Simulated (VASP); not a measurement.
**LiBeF3: single point with PBE**

Crystal: LiBeF3.

```
Li Be F
1.0
     2.76799    0.00000    0.00000
     0.00000    2.61395    4.08271
     0.00000   -2.61395    4.08271
Li Be F
1 1 3
Direct
  0.50000 0.69394 0.69394
  0.00000 0.05478 0.05478
  0.50000 0.94462 0.94462
  0.00000 0.90516 0.40103
  0.00000 0.40103 0.90516
```

The cell was built by a generator and needn't be a form met in nature.

| Item | Value |
| --- | --- |
| Program | VASP 6.6.1 |
| Task | single point |
| Functional | PBE |
| Potentials or basis | VASP PAW PBE potentials, release 64 (Li_sv, Be, F) |
| Cutoff | 520 eV |
| k mesh | 8 × 6 × 6 |
| Occupations | gaussian, width 0.02 eV |
| Spin | no spin polarisation |

```yaml
Largest_force: 0.038 eV/Å
Band_gap_on_the_k_mesh: 7.52 eV, indirect (least direct gap 7.56 eV)
```

Forces in eV/Å, atoms in the order of the input:
```
Li   0.000  0.000  0.013
Be   0.000  0.000 -0.022
F    0.000  0.000 -0.027
F    0.000 -0.033  0.018
F    0.000  0.033  0.018
```

Levels at points of the mesh, in eV from the valence-band top:
```
           k point  band 11  band 12  band 13  band 14  band 15  band 16
(0.00, 0.00, 0.00)    -0.30    -0.07    -0.04     7.52    11.54    13.13
(0.50, 0.00, 0.00)    -1.12    -0.83    -0.05    12.09    12.34    13.73
(0.00, 0.50, 0.00)    -0.44    -0.25    -0.16     9.34     9.89    12.19
(0.50, 0.50, 0.00)    -0.85    -0.65    -0.54    12.41    12.50    13.70
(0.00, 0.50, 0.50)    -0.38    -0.18    -0.05     9.41    10.87    12.52
(0.50, 0.50, 0.50)    -0.78    -0.74     0.00    11.94    12.83    13.00
```

Wall time 38 s on 1 thread of Intel(R) Xeon(R) 6975P-C (Granite Rapids) (shared host), peak memory 0.2 GiB.

 A k mesh can miss the band edges.
